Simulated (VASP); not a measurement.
# GaBiSe3 (R3m) in VASP: a series of runs

The runs below take GaBiSe3 through relaxation of cell and atoms, with PBE.

All numbers are computed with VASP 6.6.1; they aren't measurements. Logs are shortened: lines on timing, memory, paths and dates and some standing lists are left out, and cuts for length are marked.

**1. The crystal as given**

The structure is trigonal, space group R3m (No. 160). The conventional cell has a = 4.000 Å, b = 4.000 Å, c = 28.000 Å, α = 90.00°, β = 90.00°, γ = 120.00°. Ga (site symmetry 3m) has 6 Se at 2.56 to 2.81 Å as nearest neighbours. Bi (site symmetry 3m) is surrounded by 6 Se at 2.86 to 3.05 Å. Around Se (site symmetry 3m) lie 3 Ga at 2.56 Å. Se (site symmetry 3m) is surrounded by 3 Ga at 2.81 Å and 3 Bi at 3.05 Å. Se (site symmetry 3m) is surrounded by 3 Bi at 2.86 Å.

The cell was built by a generator and needn't be a form met in nature.

**2. Relaxation of cell and atoms, PBE**

File INCAR:

```
SYSTEM = GaBiSe3
  ALGO = Fast
  EDIFF = 1E-4
  EDIFFG = -0.08
  ENCUT = 520
  GGA = PE
  IBRION = 2
  ISIF = 3
  ISMEAR = 0
  LASPH = .TRUE.
  LCHARG = .FALSE.
  LREAL = .FALSE.
  LWAVE = .FALSE.
  NELM = 60
  NSW = 24
  PREC = Normal
  SIGMA = 0.15
```

File KPOINTS:

```
k-points
0
G
  4 4 4
  0 0 0
```

File POSCAR:

```
GaBiSe3
1.0
    2.0000000000      1.1547005400      9.3333333300
   -2.0000000000      1.1547005400      9.3333333300
    0.0000000000     -2.3094010800      9.3333333300
Ga Bi Se
1 1 3
Direct
    0.1880000000      0.1880000000      0.1880000000
    0.3933000000      0.3933000000      0.3933000000
    0.5608000000      0.5608000000      0.5608000000
    0.7977000000      0.7977000000      0.7977000000
    0.0000000000      0.0000000000      0.0000000000
```

Potentials or basis: VASP PAW PBE potentials, release 64 (Ga_d, Bi_d, Se).

On the command line:

```bash
> cat potpaw_PBE.64/Ga_d/POTCAR potpaw_PBE.64/Bi_d/POTCAR potpaw_PBE.64/Se/POTCAR > POTCAR
> mpirun -np 1 vasp_std > vasp.out
```

OUTCAR:

```text
SYSTEM = GaBiSe3
   EDIFF = 1E-4
   EDIFFG = -0.08
   ENCUT = 520
   GGA = PE
   IBRION = 2
   ISIF = 3
   ISMEAR = 0
   LASPH = .TRUE.
   LREAL = .FALSE.
   NELM = 60
   NSW = 24
   PREC = Normal

 ion  position               nearest neighbor table
   1  0.188  0.188  0.188-   3 2.56   3 2.56   3 2.56   4 2.81   4 2.81   4 2.81
   2  0.393  0.393  0.393-   5 2.86   5 2.86   5 2.86   4 3.05   4 3.05   4 3.05
   3  0.561  0.561  0.561-   1 2.56   1 2.56   1 2.56
   4  0.798  0.798  0.798-   1 2.81   1 2.81   1 2.81   2 3.05   2 3.05   2 3.05
   5  0.000  0.000  0.000-   2 2.86   2 2.86   2 2.86

  LATTYP: Found a trigonal (rhomboedric) cell.
 ALAT       =     9.6148033982
 COS(alpha) =     0.9134615382

  Lattice vectors:

 A1 = (   2.0000000000,   1.1547005400,   9.3333333300)
 A2 = (  -2.0000000000,   1.1547005400,   9.3333333300)
 A3 = (   0.0000000000,  -2.3094010800,   9.3333333300)

Analysis of symmetry for initial positions (statically):
=====================================================================
 Subroutine PRICEL returns:
 Original cell was already a primitive cell.

 Routine SETGRP: Setting up the symmetry group for a
 trigonal (rhombohedral) supercell.

 Subroutine GETGRP returns: Found  6 space group operations
 (whereof  6 operations were pure point group operations)
 out of a pool of 12 trial point group operations.

The static configuration has the point symmetry C_3v.

Analysis of symmetry for dynamics (positions and initial velocities):
=====================================================================
 Subroutine PRICEL returns:
 Original cell was already a primitive cell.

 Routine SETGRP: Setting up the symmetry group for a
 trigonal (rhombohedral) supercell.

 Subroutine GETGRP returns: Found  6 space group operations
 (whereof  6 operations were pure point group operations)
 out of a pool of 12 trial point group operations.

The dynamic configuration has the point symmetry C_3v.

 Subroutine INISYM returns: Found  6 space group operations
 (whereof  6 operations are pure point group operations),
 and found     1 'primitive' translations

----------------------------------------------------------------------------------------

                                     Primitive cell

  volume of cell :     129.3265

  direct lattice vectors                    reciprocal lattice vectors
     2.000000000  1.154700540  9.333333330     0.250000000  0.144337567  0.035714286
    -2.000000000  1.154700540  9.333333330    -0.250000000  0.144337567  0.035714286
     0.000000000 -2.309401080  9.333333330     0.000000000 -0.288675134  0.035714286

  length of vectors
     9.614803398  9.614803398  9.614803399     0.290875993  0.290875993  0.290875993

  position of ions in fractional coordinates (direct lattice)
     0.188000000  0.188000000  0.188000000
     0.393300000  0.393300000  0.393300000
     0.560800000  0.560800000  0.560800000
     0.797700000  0.797700000  0.797700000
     0.000000000  0.000000000  0.000000000

  ion indices of the primitive-cell ions
   primitive index   ion index
                 1           1
                 2           2
                 3           3
                 4           4
                 5           5

----------------------------------------------------------------------------------------

 KPOINTS: k-points

Automatic generation of k-mesh.
 Grid dimensions read from file:
 generate k-points for:    4    4    4

 Generating k-lattice:

  Cartesian coordinates                     Fractional coordinates (reciprocal lattice)
     0.062500000  0.036084392  0.008928571     0.250000000  0.000000000  0.000000000
    -0.062500000  0.036084392  0.008928571     0.000000000  0.250000000  0.000000000
     0.000000000 -0.072168784  0.008928571     0.000000000  0.000000000  0.250000000

  Length of vectors
     0.072718998  0.072718998  0.072718998

  Shift w.r.t. Gamma in fractional coordinates (k-lattice)
     0.000000000  0.000000000  0.000000000

 Subroutine IBZKPT returns following result:
 ===========================================

 Found     13 irreducible k-points:

 Following reciprocal coordinates:
            Coordinates               Weight
  0.000000  0.000000  0.000000      1.000000
  0.250000 -0.000000 -0.000000      6.000000
  0.500000 -0.000000 -0.000000      3.000000
  0.250000  0.250000 -0.000000      6.000000
  0.500000  0.250000 -0.000000     12.000000
 -0.250000  0.250000  0.000000      6.000000
  0.500000  0.500000 -0.000000      3.000000
  0.250000  0.250000  0.250000      2.000000
  0.500000  0.250000  0.250000      6.000000
 -0.250000  0.250000  0.250000      6.000000
  0.500000  0.500000  0.250000      6.000000
 -0.250000  0.500000  0.250000      6.000000
  0.500000  0.500000  0.500000      1.000000
   k-points           NKPTS =     13   k-points in BZ     NKDIM =     13   number of bands    NBANDS=     27
   number of dos      NEDOS =    301   number of ions     NIONS =      5
   total plane-waves  NPLWV = 157464
   dimension x,y,z NGX =    54 NGY =   54 NGZ =   54
   dimension x,y,z NGXF=   108 NGYF=  108 NGZF=  108
   ions per type =               1   1   3
   NGX,Y,Z   is equivalent  to a cutoff of   9.34,  9.34,  9.34 a.u.
   NGXF,Y,Z  is equivalent  to a cutoff of  18.67, 18.67, 18.67 a.u.
 SYSTEM =  GaBiSe3
   PREC   = normal    normal or accurate (medium, high low for compatibility)
   ISTART =      0    job   : 0-new  1-cont  2-samecut
   ICHARG =      2    charge: 1-file 2-atom 10-const
   ISPIN  =      1    spin polarized calculation?
   LNONCOLLINEAR =      F non collinear calculations
   LSORBIT =      F    spin-orbit coupling
   LASPH  =      T    aspherical Exc in radial PAW
   ENCUT  =  520.0 eV  38.22 Ry    6.18 a.u.  17.88 17.88 17.88*2*pi/ulx,y,z
   NELM   =     60;   NELMIN=  2; NELMDL= -5     # of ELM steps
   EDIFF  = 0.1E-03   stopping-criterion for ELM
   LREAL  =      F    real-space projection
   EDIFFG = -.8E-01   stopping-criterion for IOM
   NSW    =     24    number of steps for IOM
   IBRION =      2    ionic relax: 0-MD 1-quasi-New 2-CG
   NFREE  =      1    steps in history (QN), initial steepest desc. (CG)
   ISIF   =      3    stress and relaxation
   ISYM   =      2    0-nonsym 1-usesym 2-fastsym
   POTIM  = 0.5000    time-step for ionic-motion
   TEBEG  =    0.0;   TEEND  =   0.0 temperature during run
   PSTRESS=    0.0 pullay stress
   NELECT =      46.0000    total number of electrons
   NUPDOWN=      -1.0000    fix difference up-down
   EMIN   =  10.00;   EMAX   =-10.00  energy-range for DOS
   EFERMI =   0.00;   METHOD = LEGACY
   ISMEAR =     0;   SIGMA  =   0.15  broadening in eV -4-tet -1-fermi 0-gaus
   EFERMI_NEDOS =   21; number of points for ismear=-14 and -15
   IALGO  =     68    algorithm
   IMIX   =      4    mixing-type and parameters
     AMIX     =   0.40;   BMIX     =  1.00
     AMIX_MAG =   1.60;   BMIX_MAG =  1.00
  volume/ion in A,a.u.               =      25.87       174.55
  Fermi-wavevector in a.u.,A,eV,Ry     =   1.159930  2.191949 18.305778  1.345437
  Thomas-Fermi vector in A             =   2.296517
   LORBIT       =      0    0 simple, 1 ext, 2 COOP (PROOUT), +10 PAW based schemes
   GGA     = PE    functional components
   LHFCALC =     F    Hartree Fock is set to
   AEXX    =    0.0000 exact exchange contribution
   IVDW    =     0    specifies the selected vdW correction
   LEPSILON=     F    determine dielectric tensor
   LRPA    =     F    only Hartree local field effects (RPA)
 conjugate gradient relaxation of ions
 non-spin polarized calculation
 RMM-DIIS sequential band-by-band and
 Gauss-broadening in eV      SIGMA  =   0.15
  energy-cutoff  :      520.00
  volume of cell :      129.33
 maximum number of plane-waves:      3545
   NGX = 35   NGY = 35   NGZ = 35

--------------------------------------- Ionic step        1  -------------------------------------------

 number of electron      45.9999995 magnetization

 Free energy of the ion-electron system (eV)
  ---------------------------------------------------
  ext. energy  EPLUGINS =         0.00000000
  ---------------------------------------------------
  free energy    TOTEN  =       -19.06660454 eV

  energy without entropy =      -19.06603497  energy(sigma->0) =      -19.06631976

------------------------ aborting loop because EDIFF is reached ----------------------------------------

  FORCE on cell =-STRESS in cart. coord.  units (eV):
  Direction    XX          YY          ZZ          XY          YZ          ZX
  --------------------------------------------------------------------------------------
  -------------------------------------------------------------------------------------
  Total        0.6109078      0.6109078      1.4848463     -0.0000000      0.0000000      0.0000000
  in kB        7.5683090      7.5683090     18.3952080     -0.0000000      0.0000000      0.0000000
  external PRESSURE =      11.1772753 kB  Pullay stress =       0.0000000 kB
[... 141 lines left out ...]
  energy  without entropy=      -19.1127971033  energy(sigma->0) =      -19.11288994

--------------------------------------- Ionic step        5  -------------------------------------------

 number of electron      46.0000001 magnetization

 Free energy of the ion-electron system (eV)
  ---------------------------------------------------
  ext. energy  EPLUGINS =         0.00000000
  ---------------------------------------------------
  free energy    TOTEN  =       -19.11304731 eV

  energy without entropy =      -19.11286213  energy(sigma->0) =      -19.11295472

 E-fermi :   4.1936     XC(G=0):  -9.4344

 val. band max:        3.9440763413   @ k =   0.5000   0.5000   0.5000
 cond. band min:       4.5097078896   @ k =  -0.2500   0.2500   0.2500
 fundamental gap:      0.5656315483
 Fermi energy:         4.1935971298

 k-point     1 :       0.0000    0.0000    0.0000
  band No.  band energies     occupation
      1     -19.0317      2.00000
      2     -19.0317      2.00000
      3     -19.0138      2.00000
      4     -18.9980      2.00000
      5     -18.9980      2.00000
      6     -10.8858      2.00000
[... 411 lines left out ...]
  FREE ENERGIE OF THE ION-ELECTRON SYSTEM (eV)
  ---------------------------------------------------
  free  energy   TOTEN  =       -19.1130473110 eV

  energy  without entropy=      -19.1128621274  energy(sigma->0) =      -19.11295472

 reached required accuracy - stopping structural energy minimisation
```

It took 5.3 min on 1 thread of Intel Xeon Platinum 8375C at 2.90GHz (Ice Lake), shared host; peak memory 0.44 GiB.

Results:

```
Free energy                            : -19.1130 eV
Relaxed volume                         : 26.43 Å³/atom
Relaxed cell                           : a = 9.805 Å, b = 9.805 Å, c = 9.805 Å, α = 23.55°, β = 23.55°, γ = 23.55°
Space group after relaxing (to 0.05 Å) : R3m (No. 160)
Energy gained by relaxing              : 9.3 meV/atom
Ionic steps                            : 5
Pressure after relaxing                : 0.0 GPa
Largest force after relaxing           : 0.076 eV/Å
Band gap on the k mesh                 : 0.57 eV, indirect (least direct gap 0.69 eV)
```

Forces on the atoms (eV/Å):
```
Ga   0.000  0.000  0.018
Bi   0.000  0.000  0.076
Se   0.000  0.000  0.026
Se   0.000  0.000 -0.068
Se   0.000  0.000 -0.053
```

The path:
```tsv
step	energy change (eV)	largest force (eV/Å)	pressure (GPa)	volume (Å³)
1	0.0000	0.5509	1.12	129.33
2	-0.0333	0.2528	-0.44	132.73
3	-0.0343	0.2406	-0.76	133.25
4	-0.0464	0.0947	-0.02	132.16
5	-0.0464	0.0762	-0.02	132.14
```

Final structure:
```xyz
5
Lattice="2.0008 1.1552 9.5287 -2.0008 1.1552 9.5287 0.0000 -2.3103 9.5287" Properties=species:S:1:pos:R:3 pbc="T T T"
Ga    0.0000    0.0000    5.3657
Bi    0.0000    0.0000   11.1973
Se    0.0000    0.0000   16.0792
Se    0.0000    0.0000   22.7801
Se    0.0000    0.0000    0.0292
```

Levels at points of the mesh, in eV from the valence-band top:
| k point | band 20 | band 21 | band 22 | band 23 | band 24 | band 25 | band 26 | band 27 |
| --- | --- | --- | --- | --- | --- | --- | --- | --- |
| (0.00, 0.00, 0.00) | -1.08 | -0.96 | -0.88 | -0.88 | 1.11 | 1.75 | 2.32 | 2.32 |
| (0.50, 0.00, 0.00) | -2.41 | -1.96 | -1.10 | -0.81 | 0.73 | 1.86 | 2.84 | 3.66 |
| (0.50, 0.50, 0.00) | -2.17 | -1.32 | -1.03 | -0.99 | 0.62 | 1.98 | 3.00 | 3.08 |
| (0.50, 0.50, 0.50) | -1.06 | -0.92 | -0.92 | 0.00 | 0.69 | 1.82 | 2.39 | 2.39 |

Caveat: the k mesh is coarse (spacing up to 0.46 Å⁻¹), so the values aren't converged; spin-orbit coupling is left out, which as a rule narrows the gap of such compounds by several tenths of an eV; the relaxation stopped at a loose force limit of 0.08 eV/Å, so its end isn't a converged minimum. A k mesh can miss the band edges.

**3. Relaxation of cell and atoms, PBE**

This run uses another cell than the first one, of 26.71 Å³/atom, 1.032 times its volume.

INCAR is that of step 2.

KPOINTS is that of step 2.

File POSCAR:

```
GaBiSe3
1.0
    2.0250000000      1.1691343000      9.4000000000
   -2.0250000000      1.1691343000      9.4000000000
    0.0000000000     -2.3382685900      9.4000000000
Ga Bi Se
1 1 3
Direct
    0.5403000000      0.5403000000      0.5403000000
    0.7307000000      0.7307000000      0.7307000000
    0.4543000000      0.4543000000      0.4543000000
    0.2340000000      0.2340000000      0.2340000000
    0.0000000000      0.0000000000      0.0000000000
```

Potentials or basis: VASP PAW PBE potentials, release 64 (Ga_d, Bi_d, Se).

On the command line:

```bash
> cat potpaw_PBE.64/Ga_d/POTCAR potpaw_PBE.64/Bi_d/POTCAR potpaw_PBE.64/Se/POTCAR > POTCAR
> mpirun -np 1 vasp_std > vasp.out
```

OUTCAR:

```text
SYSTEM = GaBiSe3
   EDIFF = 1E-4
   EDIFFG = -0.08
   ENCUT = 520
   GGA = PE
   IBRION = 2
   ISIF = 3
   ISMEAR = 0
   LASPH = .TRUE.
   LREAL = .FALSE.
   NELM = 60
   NSW = 24
   PREC = Normal

 ion  position               nearest neighbor table
   1  0.540  0.540  0.540-   3 2.43   4 2.46   4 2.46   4 2.46
   2  0.731  0.731  0.731-   3 2.84   3 2.84   3 2.84   5 2.95   5 2.95   5 2.95
   3  0.454  0.454  0.454-   1 2.43   2 2.84   2 2.84   2 2.84
   4  0.234  0.234  0.234-   1 2.46   1 2.46   1 2.46
   5  0.000  0.000  0.000-   2 2.95   2 2.95   2 2.95

  LATTYP: Found a trigonal (rhomboedric) cell.
 ALAT       =     9.6864596221
 COS(alpha) =     0.9125922569

  Lattice vectors:

 A1 = (   2.0250000000,   1.1691343000,   9.4000000000)
 A2 = (  -2.0250000000,   1.1691343000,   9.4000000000)
 A3 = (   0.0000000000,  -2.3382685900,   9.4000000000)
[... 284 lines left out ...]

  energy  without entropy=      -19.2842326722  energy(sigma->0) =      -19.28515321

[... ionic steps 4 to 10 ...]

--------------------------------------- Ionic step       11  -------------------------------------------

 number of electron      46.0000014 magnetization

------------------------ aborting loop because EDIFF is reached ----------------------------------------
[... 73 lines left out ...]
--------------------------------------- Ionic step       13  -------------------------------------------

 number of electron      46.0000014 magnetization

 Free energy of the ion-electron system (eV)
  ---------------------------------------------------
  ext. energy  EPLUGINS =         0.00000000
  ---------------------------------------------------
  free energy    TOTEN  =       -19.37621440 eV

  energy without entropy =      -19.37616582  energy(sigma->0) =      -19.37619011

 E-fermi :   3.4384     XC(G=0):  -9.0533

 val. band max:        3.0768024017   @ k =  -0.2500   0.5000   0.2500
 cond. band min:       3.7437651729   @ k =   0.5000   0.5000   0.5000
 fundamental gap:      0.6669627712
 Fermi energy:         3.4383510273

 k-point     1 :       0.0000    0.0000    0.0000
  band No.  band energies     occupation
      1     -19.4200      2.00000
      2     -19.4200      2.00000
      3     -19.3998      2.00000
      4     -19.3862      2.00000
      5     -19.3862      2.00000
      6     -11.8727      2.00000
[... 411 lines left out ...]
  FREE ENERGIE OF THE ION-ELECTRON SYSTEM (eV)
  ---------------------------------------------------
  free  energy   TOTEN  =       -19.3762143973 eV

  energy  without entropy=      -19.3761658229  energy(sigma->0) =      -19.37619011

 reached required accuracy - stopping structural energy minimisation
```

Wall time 13 min (1 thread of Intel Xeon Platinum 8375C at 2.90GHz (Ice Lake), shared host); peak memory 0.45 GiB.

What came out:

```yaml
Free_energy: -19.3762 eV
Relaxed_volume: 28.30 Å³/atom
Relaxed_cell: a = 9.999 Å, b = 9.999 Å, c = 9.999 Å, α = 23.67°, β = 23.67°, γ = 23.67°
Space_group_after_relaxing_to_0.05_Å: R3m (No. 160)
Energy_gained_by_relaxing: 83.5 meV/atom
Ionic_steps: 13
Pressure_after_relaxing: 0.1 GPa
Largest_force_after_relaxing: 0.040 eV/Å
Band_gap_on_the_k_mesh: 0.67 eV, indirect (least direct gap 0.82 eV)
```

Forces on the atoms (eV/Å):
```
Ga   0.000  0.000  0.035
Bi   0.000  0.000  0.000
Se   0.000  0.000  0.028
Se   0.000  0.000 -0.022
Se   0.000  0.000 -0.040
```

The path:
```csv
step,energy change (eV),largest force (eV/Å),pressure (GPa),volume (Å³)
1,0.0000,2.2109,3.91,133.53
2,-0.3264,0.6376,-1.51,146.51
3,-0.3273,0.7213,-1.06,145.64
4,-0.3273,0.6452,-1.40,145.98
5,-0.3947,0.3338,-0.20,143.06
6,-0.3985,0.3369,0.24,142.41
7,-0.4129,0.1987,-0.15,142.79
8,-0.4141,0.2145,-0.27,142.92
9,-0.4177,0.0421,-0.46,141.91
10,-0.4073,0.3422,0.20,139.85
11,-0.4169,0.0992,0.78,141.22
12,-0.4176,0.0901,0.01,141.61
13,-0.4175,0.0405,0.06,141.52
```

Final structure:
```
Ga Bi Se
1.0
     2.05070    1.18397    9.71423
    -2.05070    1.18397    9.71423
     0.00000   -2.36794    9.71423
Ga Bi Se
1 1 3
Direct
  0.53715 0.53715 0.53715
  0.72526 0.72526 0.72526
  0.45546 0.45546 0.45546
  0.23841 0.23841 0.23841
  0.00303 0.00303 0.00303
```

Caveat: the k mesh is coarse (spacing up to 0.45 Å⁻¹), so the values aren't converged; spin-orbit coupling is left out, which as a rule narrows the gap of such compounds by several tenths of an eV; the relaxation stopped at a loose force limit of 0.08 eV/Å, so its end isn't a converged minimum. A k mesh can miss the band edges.

[end of part 1 of 2]
